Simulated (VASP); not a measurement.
Computed with PBEsol GGA, VASP's PBE PAW potentials (set 64) (plane waves; VASP 6.6.1).

Input for VASP

INCAR:
```
# general
SYSTEM  = PbSe
PREC    = Accurate
ENCUT   = 500
LREAL   = .FALSE.
LASPH   = .TRUE.

# electronic loop
EDIFF   = 1E-6
NELM    = 100
ALGO    = Normal
LMAXMIX = 4

# smearing
ISMEAR  = 0
SIGMA   = 0.05

# functional
GGA     = PS

# ions
IBRION  = 2
NSW     = 40
ISIF    = 3
EDIFFG  = -0.02
PSTRESS = 200

# output
LWAVE   = .FALSE.
LCHARG  = .FALSE.
```

KPOINTS:
```
Automatic mesh
0
Gamma
8 8 8
0 0 0
```

### POSCAR
```
PbSe
1
    0.0000000000     2.8285427525     2.8285427525
    2.8285427525    -0.0000000000     2.8285427525
    2.8285427525     2.8285427525     0.0000000000
Pb Se
1 1
Direct
  1.0000000000   0.0000000000   1.0000000000
  0.5000000000   0.5000000000   0.5000000000
```

POTCAR, in this order: Pb_d Se (PBE.64 set). Program: vasp_std.

Output of the run:

### OSZICAR
```
       N       E                     dE             d eps       ncg     rms          rms(c)
DAV:   1     0.156900958761E+03    0.15690E+03   -0.97052E+03   818   0.151E+03
DAV:   2     0.317760547361E+01   -0.15372E+03   -0.15026E+03   866   0.363E+02
DAV:   3    -0.825697038112E+01   -0.11435E+02   -0.11335E+02  1058   0.102E+02
DAV:   4    -0.849886889740E+01   -0.24190E+00   -0.24181E+00   912   0.168E+01
DAV:   5    -0.850668902947E+01   -0.78201E-02   -0.78200E-02  1132   0.304E+00    0.397E+00
DAV:   6    -0.834481230058E+01    0.16188E+00   -0.33837E-01  1256   0.672E+00    0.247E+00
DAV:   7    -0.833257907733E+01    0.12233E-01   -0.94425E-02  1088   0.231E+00    0.947E-01
DAV:   8    -0.833211013646E+01    0.46894E-03   -0.87668E-03  1038   0.138E+00    0.116E-01
DAV:   9    -0.833205201789E+01    0.58119E-04   -0.68270E-04  1070   0.389E-01    0.622E-02
DAV:  10    -0.833205859121E+01   -0.65733E-05   -0.97535E-05  1014   0.114E-01    0.161E-02
DAV:  11    -0.833205747548E+01    0.11157E-05   -0.23587E-05  1138   0.718E-02    0.159E-02
DAV:  12    -0.833205667644E+01    0.79905E-06   -0.17640E-06   826   0.112E-02
   1 F= -.26821971E+01 E0= -.26821971E+01  d E =-.268220E+01
```

OUTCAR:
```
------------------------ aborting loop because EDIFF is reached ----------------------------------------
  FORCE on cell =-STRESS in cart. coord.  units (eV):
  Direction    XX          YY          ZZ          XY          YZ          ZX
  --------------------------------------------------------------------------------------
  Total        5.6319757      5.6319757      5.6319757      0.0000000     -0.0000000     -0.0000000
  in kB      199.3669282    199.3669282    199.3669282      0.0000000     -0.0000000     -0.0000000
  external PRESSURE =      -0.6330718 kB  Pullay stress =     200.0000000 kB
  volume of cell :       45.26
      direct lattice vectors                 reciprocal lattice vectors
     0.000000000  2.828542753  2.828542753    -0.176769469  0.176769469  0.176769469
     2.828542753  0.000000000  2.828542753     0.176769469 -0.176769469  0.176769469
     2.828542753  2.828542753  0.000000000     0.176769469  0.176769469 -0.176769469
  FREE ENERGIE OF THE ION-ELECTRON SYSTEM (eV)
  ---------------------------------------------------
  free  energy   TOTEN  =        -8.3320566764 eV

  energy  without entropy=       -8.3320566764  energy(sigma->0) =       -8.33205668
  enthalpy is  TOTEN    =        -2.6821971375 eV   P V=        5.6498595390

 reached required accuracy - stopping structural energy minimisation
```
(Selected blocks of OUTCAR.)

The structure was generated: PbSe was put into the rock salt type (Fm-3m), which need not be its known phase. It was relaxed first under an external pressure of 20 GPa.
